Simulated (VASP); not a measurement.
VASP input:

### INCAR
```
EDIFF  =  1E-6   ! SCF stop (eV)
SIGMA  =  0.1   ! width (eV)
LCHARG  =  .False.
SYSTEM  =  Ta3Si
ALGO  =  Normal   ! blocked Davidson
ISIF  =  2   ! forces and stress, cell fixed
LMAXMIX  =  6   ! l cut-off of mixed one-centre charges
PREC  =  Accurate
NELM  =  100
ISMEAR  =  -1   ! Fermi-Dirac
ENCUT  =  300   ! plane-wave cut-off (eV)
GGA  =  PE   ! PBE
LWAVE  =  .False.
LASPH  =  .True.   ! aspherical one-centre terms
LREAL  =  .False.   ! projection in real space or not
```

**KPOINTS**
```
kpoints
0
Gamma
 6 6 6
```

File POSCAR:
```
Ta3Si
1
    0.0000000000     3.4082370000     3.4082370000
    3.4082370000     0.0000000000     3.4082370000
    3.4082370000     3.4082370000     0.0000000000
Si Ta
1 3
Direct
  0.0000000000   0.0000000000   0.0000000000
  0.5000000000   0.5000000000   0.5000000000
  0.2500000000   0.2500000000   0.2500000000
  0.7500000000   0.7500000000   0.7500000000
```

POTCAR, in this order: Si Ta_pv (PBE.64 set). Program: vasp_std.

### Question
Write an equivalent input for Ansatz.

### Answer
One equivalent input (not run):
Ansatz 0.2 input:
```yaml
crystal:
  lattice:
    - [0.0000000, 3.4082370, 3.4082370]
    - [3.4082370, 0.0000000, 3.4082370]
    - [3.4082370, 3.4082370, 0.0000000]
  atoms:
    - { symbol: Si, position: [0.0000000, 0.0000000, 0.0000000] }
    - { symbol: Ta, position: [0.5000000, 0.5000000, 0.5000000] }
    - { symbol: Ta, position: [0.2500000, 0.2500000, 0.2500000] }
    - { symbol: Ta, position: [0.7500000, 0.7500000, 0.7500000] }
kpoints:
  mp_grid: { grid: [6, 6, 6] }
hamiltonian:
  xc: pbe
  pseudopotentials: { kind: paw }
scf:
  occupations: { method: fermi_dirac, width: 0.1 }
  max_iter: 100
output: { forces: true, stress: true, eigenvalues: true }
```
Limits of the translation: each code has its own PAW files, so the cut-off isn't converted (ENCUT is set for VASP's; basis.ecutwfc is left out, and Ansatz then takes the one that its files recommend); Ansatz stops its SCF on the density residual and VASP on the energy change (EDIFF).

The structure was generated: Ta3Si was put into an ordered model structure, which need not be its known phase. The cell was not relaxed at this level, and its volume differs by -5.9 % from the start's.
